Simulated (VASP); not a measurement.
```cif
data_FeNi3
_chemical_formula_sum 'Fe1 Ni3'
_space_group_name_H-M_alt 'P 1'
_space_group_IT_number 1
_cell_length_a 3.57150
_cell_length_b 3.57150
_cell_length_c 3.57150
_cell_angle_alpha 90.000
_cell_angle_beta 90.000
_cell_angle_gamma 90.000
loop_
_space_group_symop_operation_xyz
  'x, y, z'
loop_
_atom_site_label
_atom_site_type_symbol
_atom_site_fract_x
_atom_site_fract_y
_atom_site_fract_z
_atom_site_occupancy
Fe1 Fe 0.00000 0.00000 0.00000 1
Ni1 Ni 0.00000 0.50000 0.50000 1
Ni2 Ni 0.50000 0.00000 0.50000 1
Ni3 Ni 0.50000 0.50000 0.00000 1
```
Starting moments (μB, in the order of the record's atoms Fe Ni Ni Ni): 3.0 0.7 0.7 0.7.

Level of theory: revPBE GGA, VASP's PBE PAW potentials (set 64) (plane waves; VASP 6.6.1). Numerical set-up: 520 eV cut-off, 9×9×9 Γ-centred mesh, first-order Methfessel-Paxton smearing of 0.10 eV, potentials Fe Ni.

Q: Give the energy at these volumes per atom, relative to the lowest: 10.72, 11.06, 11.40, 11.74, 12.09 Å³.

A: 23.6, 5.5, 0.0, 5.8, 21.2 meV/atom. A third-order Birch-Murnaghan fit gives B0 = 174 GPa and B0′ = 3.5.

The compound is Ni3Fe in the L1_2 structure. It was relaxed first.
